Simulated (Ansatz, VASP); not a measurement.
# Ca2Si: VASP beside Ansatz, part 3 of 3

Wanted: the spread between two codes on one cell, functional and k mesh. The cell is taken from a series of runs on this material, whose earlier steps may have relaxed, scaled, displaced or heated it; both programs get it as it stands.

VASP 6.6.1 and Ansatz 0.2.0.

So far: Starting point; Ansatz: zone-centre phonons, LDA; VASP: zone-centre phonons, LDA.

## 3. VASP: zone-centre phonons, LDA (continued)

Level of this step: LDA; plane waves and PAW (Ca_sv, Si) (VASP).

Numbers of over 12 decimals in the logs are rounded to 6 here.

OUTCAR, selected parts (step 3):

```text
ion  position               nearest neighbor table
   1  0.750  0.750  0.750-   3 3.00   3 3.00   3 3.00   3 3.00
   2  0.250  0.250  0.250-   3 3.00   3 3.00   3 3.00   3 3.00
   3  0.000  0.000  0.000-   1 3.00   1 3.00   1 3.00   1 3.00   2 3.00   2 3.00   2 3.00   2 3.00

  LATTYP: Found a face centered cubic cell.
 ALAT       =     6.9317139800

 Subroutine GETGRP returns: Found 48 space group operations
 (whereof 48 operations were pure point group operations)

The static configuration has the point symmetry O_h .

 Found     29 irreducible k-points:

   k-points           NKPTS =     29   k-points in BZ     NKDIM =     29   number of bands    NBANDS=     18

   dimension x,y,z NGX =    36 NGY =   36 NGZ =   36
   dimension x,y,z NGXF=    72 NGYF=   72 NGZF=   72

   ENCUT  =  500.0 eV  36.75 Ry    6.06 a.u.   8.94  8.94  8.94*2*pi/ulx,y,z

   NELECT =      24.0000    total number of electrons

 k-points in reciprocal lattice and weights: Automatic mesh
   0.00000000  0.00000000  0.00000000       0.002
   0.12500000  0.00000000  0.00000000       0.016
   0.25000000  0.00000000  0.00000000       0.016
   0.37500000  0.00000000  0.00000000       0.016
   0.50000000  0.00000000  0.00000000       0.008
   0.12500000  0.12500000  0.00000000       0.012
   0.25000000  0.12500000  0.00000000       0.047
   0.37500000  0.12500000  0.00000000       0.047
   0.50000000  0.12500000  0.00000000       0.047
[...]
-0.37500000  0.50000000  0.12500000       0.023
  -0.25000000  0.50000000  0.25000000       0.012

 average (electrostatic) potential at core
       1 -46.1602       2 -46.1602       3 -86.2805

  Total        0.7704237      0.7704237      0.7704237      0.0000000      0.0000000     -0.0000000
  in kB       14.8244408     14.8244408     14.8244408      0.0000000      0.0000000     -0.0000000
  external PRESSURE =      14.8244408 kB  Pullay stress =       0.0000000 kB

  energy-cutoff  :      500.00
  volume of cell :       83.26
      direct lattice vectors                 reciprocal lattice vectors
     0.000000000  3.465856990  3.465856990    -0.144264464  0.144264464  0.144264464
     3.465856990  0.000000000  3.465856990     0.144264464 -0.144264464  0.144264464
     3.465856990  3.465856990  0.000000000     0.144264464  0.144264464 -0.144264464

 POSITION                                       TOTAL-FORCE (eV/Angst)
 -----------------------------------------------------------------------------------
      5.19879      5.19879      5.19879        -0.000000     -0.000000     -0.000000
      1.73293      1.73293      1.73293         0.000000      0.000000      0.000000
      0.00000      0.00000      0.00000        -0.000000      0.000000      0.000000
 -----------------------------------------------------------------------------------
    total drift:                                0.000000      0.000000      0.000000

 MACROSCOPIC STATIC DIELECTRIC TENSOR (including local field effects in DFT)
 ------------------------------------------------------
          17.007329    -0.000000    -0.000000
          -0.000000    17.007329    -0.000000
           0.000000    -0.000000    17.007329
 ------------------------------------------------------

 PIEZOELECTRIC TENSOR (including local field effects)  for field in x, y, z        (C/m^2)
          XX          YY          ZZ          XY          YZ          ZX
  --------------------------------------------------------------------------------
  x     0.00000     0.00000     0.00000     0.00000     0.00000     0.00000
  y     0.00000     0.00000     0.00000     0.00000     0.00000     0.00000
  z     0.00000     0.00000     0.00000     0.00000     0.00000     0.00000

 BORN EFFECTIVE CHARGES (including local field effects) (in |e|, cummulative output)
 ---------------------------------------------------------------------------------
 ion    1
    1     2.03533     0.00000     0.00000
    2     0.00000     2.03533     0.00000
    3    -0.00000     0.00000     2.03533
 ion    2
    1     2.03533     0.00000     0.00000
    2    -0.00000     2.03533     0.00000
    3    -0.00000     0.00000     2.03533
 ion    3
    1    -4.07067     0.00000     0.00000
    2    -0.00000    -4.07067     0.00000
    3     0.00000     0.00000    -4.07067

 Eigenvectors and eigenvalues of the dynamical matrix
 ----------------------------------------------------

   1 f  =    7.227566 THz    45.412135 2PiTHz  241.085646 cm-1    29.890797 meV
             X         Y         Z           dx          dy          dz
      5.198785  5.198785  5.198785     0.000000    0.000000   -0.360745
      1.732928  1.732928  1.732928     0.000000    0.000000   -0.360745
      0.000000  0.000000  0.000000     0.000000    0.000000    0.860074

   2 f  =    7.227566 THz    45.412135 2PiTHz  241.085646 cm-1    29.890797 meV
             X         Y         Z           dx          dy          dz
      5.198785  5.198785  5.198785     0.244817   -0.264955   -0.000000
      1.732928  1.732928  1.732928     0.244817   -0.264955    0.000000
      0.000000  0.000000  0.000000    -0.583685    0.631695    0.000000

   3 f  =    7.227566 THz    45.412135 2PiTHz  241.085646 cm-1    29.890797 meV
             X         Y         Z           dx          dy          dz
      5.198785  5.198785  5.198785    -0.264955   -0.244817    0.000000
      1.732928  1.732928  1.732928    -0.264955   -0.244817   -0.000000
      0.000000  0.000000  0.000000     0.631695    0.583685    0.000000

   4 f  =    6.089942 THz    38.264235 2PiTHz  203.138604 cm-1    25.185966 meV
             X         Y         Z           dx          dy          dz
      5.198785  5.198785  5.198785    -0.073734   -0.676557   -0.191921
      1.732928  1.732928  1.732928     0.073734    0.676557    0.191921
      0.000000  0.000000  0.000000     0.000000    0.000000    0.000000

   5 f  =    6.089942 THz    38.264235 2PiTHz  203.138604 cm-1    25.185966 meV
             X         Y         Z           dx          dy          dz
      5.198785  5.198785  5.198785    -0.000000    0.192973   -0.680266
      1.732928  1.732928  1.732928    -0.000000   -0.192973    0.680266
      0.000000  0.000000  0.000000     0.000000    0.000000    0.000000

   6 f  =    6.089942 THz    38.264235 2PiTHz  203.138604 cm-1    25.185966 meV
             X         Y         Z           dx          dy          dz
      5.198785  5.198785  5.198785     0.703252   -0.070935   -0.020122
      1.732928  1.732928  1.732928    -0.703252    0.070935    0.020122
      0.000000  0.000000  0.000000     0.000000    0.000000    0.000000

   7 f/i=    0.006641 THz     0.041726 2PiTHz    0.221518 cm-1     0.027465 meV
             X         Y         Z           dx          dy          dz
      5.198785  5.198785  5.198785    -0.593651   -0.132067    0.000000
      1.732928  1.732928  1.732928    -0.593651   -0.132067   -0.000000
      0.000000  0.000000  0.000000    -0.497995   -0.110787    0.000000

   8 f/i=    0.006641 THz     0.041726 2PiTHz    0.221518 cm-1     0.027465 meV
             X         Y         Z           dx          dy          dz
      5.198785  5.198785  5.198785     0.132067   -0.593651   -0.000000
      1.732928  1.732928  1.732928     0.132067   -0.593651    0.000000
      0.000000  0.000000  0.000000     0.110787   -0.497995    0.000000

   9 f/i=    0.006641 THz     0.041726 2PiTHz    0.221518 cm-1     0.027465 meV
             X         Y         Z           dx          dy          dz
      5.198785  5.198785  5.198785     0.000000    0.000000    0.608164
      1.732928  1.732928  1.732928     0.000000    0.000000    0.608164
      0.000000  0.000000  0.000000     0.000000    0.000000    0.510170

 MACROSCOPIC STATIC DIELECTRIC TENSOR IONIC CONTRIBUTION
 ------------------------------------------------------
           8.098405     0.000000    -0.000000
           0.000000     8.098405     0.000000
          -0.000000     0.000000     8.098405
 ------------------------------------------------------

 ELASTIC MODULI CONTR FROM IONIC RELAXATION (kBar)
 Direction    XX          YY          ZZ          XY          YZ          ZX
 --------------------------------------------------------------------------------
 XX          -0.0000     -0.0000     -0.0000      0.0000      0.0000     -0.0000
 YY          -0.0000     -0.0000     -0.0000      0.0000      0.0000     -0.0000
 ZZ          -0.0000     -0.0000     -0.0000      0.0000      0.0000     -0.0000
 XY           0.0000      0.0000      0.0000    -48.8220      0.0000     -0.0000
 YZ           0.0000      0.0000      0.0000      0.0000    -48.8220      0.0000
 ZX          -0.0000     -0.0000     -0.0000     -0.0000      0.0000    -48.8220
 --------------------------------------------------------------------------------

 PIEZOELECTRIC TENSOR IONIC CONTR  for field in x, y, z        (C/m^2)
          XX          YY          ZZ          XY          YZ          ZX
  --------------------------------------------------------------------------------
  x     0.00000     0.00000     0.00000    -0.00000    -0.00000     0.00000
  y    -0.00000    -0.00000    -0.00000     0.00000    -0.00000    -0.00000
  z    -0.00000    -0.00000    -0.00000     0.00000     0.00000    -0.00000
```

With a direct gap this small, the dielectric response converges slowly with the mesh, so tensor and charges are uncertain; a mesh that holds the point of the least gap tends to give too large a tensor.

## 4. Differences

Known differences besides the potentials themselves: the two LDA forms differ slightly; fixed occupations in Ansatz, narrow Gaussian smearing in VASP; VASP's run holds the zone centre alone; VASP's response is taken on the typed mesh, Ansatz refines its own for the field response alone; the cutoff is 420 eV in Ansatz and 500 eV in VASP; VASP's log shows a relativistic correction to its local exchange, Ansatz's none. Total energies have different zeros and are not compared.

The two programs side by side:

```tsv
quantity	Ansatz	VASP	difference
ε∞ xx	14.50	17.01	-14.72 %
ε∞ yy	14.50	17.01	-14.72 %
ε∞ zz	14.50	17.01	-14.72 %
Born charge of Ca1 (mean of the diagonal) (e)	1.96	2.04	-0.07
Born charge of Si3 (mean of the diagonal) (e)	-3.93	-4.07	+0.14
optical mode 1 to 3 (cm⁻¹)	201.8	203.1	-0.64 %
optical mode 4 to 6 (cm⁻¹)	239.6	241.1	-0.60 %
```

Modes are paired by rising frequency, not by their patterns, so a pair may set unlike modes beside each other; they are those without the splitting of longitudinal modes.

## 5. Outcome

| Quantity | Value |
| --- | --- |
| difference in ε∞ xx (zone-centre phonons, LDA) | -15 % |

**Reading.** The difference in ε∞ xx is -15 % (zone-centre phonons, LDA), beyond the 5 % picked in this series as the mark of a large difference. What causes the difference of the zone-centre phonons, LDA pair stays open here. How closely two codes agree says nothing of how well the functional describes the real material.

[Lines on the potential files, build, host, timing and source positions are cut from VASP's logs without a mark.]

[Logs are printed without paths, hosts, clocks, repeated set-up lines and the standing remarks that a program may print on its own settings, such as how far it seeks lower states.]

[Hosts, paths, dates, database ids (printed as entryN), source tags and the programs' standing remarks are cut or masked in the printed files.]
